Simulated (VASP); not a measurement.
Energy against volume of Pt (fcc). Level of theory: revPBE GGA, VASP's PBE PAW potentials (set 64) (plane waves; VASP). Settings: 520 eV cut-off, 16×16×16 Γ-centred mesh, first-order Methfessel-Paxton smearing of 0.10 eV, potentials Pt.

```json
[
 {"V (Å³/atom)": "14.841", "E (eV/atom)": "-5.52572"},
 {"V (Å³/atom)": "15.314", "E (eV/atom)": "-5.56304"},
 {"V (Å³/atom)": "15.788", "E (eV/atom)": "-5.57468"},
 {"V (Å³/atom)": "16.262", "E (eV/atom)": "-5.56520"}
]
```

Question: Fit these four points and predict the energy of the run at 16.735 Å³/atom.

Answer: A cubic in V^(−2/3), the third-order Birch-Murnaghan form, passes through the four points with V0 = 15.80 Å³/atom and B0 = 236 GPa, and gives -5.5385 eV/atom there. The run gave -5.5384 eV/atom, +0.1 meV/atom from the fit; all five points give B0 = 237 GPa.

The compound is Pt in the fcc structure. It was relaxed first.
